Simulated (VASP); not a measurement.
Rb2Sc6Pb: single point with PBE

Rb2Sc6Pb:

```xyz
9
Lattice="0.0000 5.3665 5.3665 5.3665 0.0000 5.3665 5.3665 5.3665 0.0000" Properties=species:S:1:pos:R:3 pbc="T T T"
Rb    2.6832    2.6832    2.6832
Rb    8.0497    8.0497    8.0497
Sc    3.0639    5.3665    5.3665
Sc    5.3665    3.0639    5.3665
Sc    7.6691    5.3665    5.3665
Sc    5.3665    7.6691    5.3665
Sc    5.3665    5.3665    3.0639
Sc    5.3665    5.3665    7.6691
Pb    0.0000    0.0000    0.0000
```

The cell was built by a generator and needn't be a form met in nature.

```
Program                : VASP 6.6.1
Task                   : single point
Functional             : PBE
Potentials or basis    : VASP PAW PBE potentials, release 64 (Rb_sv, Sc_sv, Pb_d)
Cutoff                 : 520 eV
k mesh                 : 6 × 6 × 6
Occupations            : fermi-dirac, width 0.1 eV
Spin                   : no spin polarisation
Dipole correction      : no
Further INCAR settings : ALGO = Normal; EDIFF = 1e-06; NBANDS = 59
```

```
Pressure               : 0.0 GPa
Largest force          : 0.003 eV/Å
Band gap on the k mesh : none (metal or under the smearing width)
```

Forces on the atoms (eV/Å):
```
Rb   0.000  0.000  0.000
Rb   0.000  0.000  0.000
Sc  -0.003  0.000  0.000
Sc   0.000 -0.003  0.000
Sc   0.003  0.000  0.000
Sc   0.000  0.003  0.000
Sc   0.000  0.000 -0.003
Sc   0.000  0.000  0.003
Pb   0.000  0.000  0.000
```

Levels at points of the mesh, in eV from the Fermi level:
```tsv
k point	band 45	band 46	band 47	band 48	band 49	band 50	band 51	band 52
(0.00, 0.00, 0.00)	-0.73	-0.49	-0.13	-0.13	-0.13	-0.09	-0.09	-0.09
(0.50, 0.00, 0.00)	-0.96	-0.67	-0.14	-0.03	-0.03	0.05	0.15	0.15
(0.50, 0.50, 0.00)	-0.48	-0.41	-0.41	0.07	0.11	0.14	0.14	0.21
```

Wall time 7.8 min on 1 thread of Intel(R) Xeon(R) Platinum 8375C CPU @ 2.90GHz (Ice Lake) (shared host), peak memory 0.57 GiB.

The run has no spin-orbit coupling, so splittings on Pb are missing.
